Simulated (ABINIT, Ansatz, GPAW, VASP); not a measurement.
PtS2 (P-3m1, 3 atoms in the cell) computed with different codes at matched settings

Self-consistent single point.

```
PtS2
1.0
    1.79106    -3.10221     0.00000
    1.79106     3.10221     0.00000
    0.00000     0.00000     5.09998
Pt S
1 2
Direct
  0.00000   0.00000   0.00000
  0.33333   0.66667   0.23000
  0.66667   0.33333   0.77000
```

All programs got the same cell, k-point mesh and kind of occupations (in Ansatz's words: kpoints.mp_grid.grid = 6 6 4; scf.occupations.method = fermi_dirac; scf.occupations.width = 0.0015 Ry); potentials, basis and cutoffs are each program's usual ones.

```csv
code,model,pressure (GPa),largest force (eV/Å),gap on the mesh (eV),cutoff
Ansatz,"PBE, default PAW files",4.90,0.550,0.903,default
ABINIT,"PBE, norm-conserving pseudopotentials (PseudoDojo nc-sr-05 PBE standard)",4.78,0.538,0.899,42 Ha
VASP,"PBE, VASP's PBE PAW potentials (set 64)",4.05,0.510,0.915,300 eV
GPAW,"PBE, GPAW PAW datasets PBE (gpaw-data 1.0.1)",5.07,0.570,0.879,600 eV
```

Gaps are read on the mesh.

The spread over the programs that give each value: pressure within 1.02 GPa; largest force within 0.060 eV/Å; gap on the mesh within 0.036 eV.

The starting cell has typed, rounded lattice constants, without a prior relaxation at this level. Its lattice was rescaled by a random factor within 2.5 % of one. On Ansatz's run: Spin-orbit coupling is off. In the base run, with a pressure of about 5 GPa the cell is away from its equilibrium volume at this level.

**Question.** Why do the programs differ, and what cannot be compared?

**Answer.** Differences of this kind can come from the potentials, where these differ, and from what each basis and cutoff leave unconverged. The valence holds different numbers of electrons (Ansatz (a quantum-chemistry and plane-wave program) 30, ABINIT 30, VASP 22, GPAW 28). The zero of total energies and Fermi levels follows the potentials and each program's conventions, so they are not compared here. Ansatz's pressure is given at a fixed set of plane waves, as the other plane-wave codes print theirs; with its correction for the finite basis it is 4.93 GPa. Ansatz's smearing width was typed in Ry to four decimals, so it matches the others to a few per cent.

VASP's run is marked for a possible Pulay error in its stress at this cutoff; no cutoff test was made.

Left out of this page: Quantum ESPRESSO, CP2K, Elk, FLEUR and SIESTA (not drawn, or without a comparable value).

Keys are those of Ansatz 0.2.
